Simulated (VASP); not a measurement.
Here is the system:

```
CoGa
1.0
    2.88000     0.00000     0.00000
    0.00000     2.88000     0.00000
    0.00000     0.00000     2.88000
Ga Co
1 1
Cartesian
  1.44000   1.44000   1.44000
  0.00000   0.00000   0.00000
```

All values below come from PBE GGA + U (Dudarev), VASP's PBE PAW potentials (set 64) (plane waves; VASP 6.6.1). Numerical set-up: 400 eV cut-off, 11×11×11 Γ-centred mesh, first-order Methfessel-Paxton smearing of 0.10 eV, potentials Ga_d Co, U − J: Co 2.00 eV.

Q: Give the stress tensor in GPa (positive for a compressed cell).

A: 
```
-3.06   0.00   0.00
 0.00  -3.06   0.00
 0.00   0.00  -3.06
```
The pressure is its mean diagonal, -3.06 GPa.

The compound is CoGa in the CsCl type structure. The cell was not relaxed at this level. The run is one of a series of settings (LDAU = .TRUE., LDAUJ = 0 0, LDAUL = -1 2, LDAUTYPE = 2, LDAUU = 0 2.0 against the base run), some of them coarse on purpose. The run is not spin-polarised, so no magnetic state was tried.
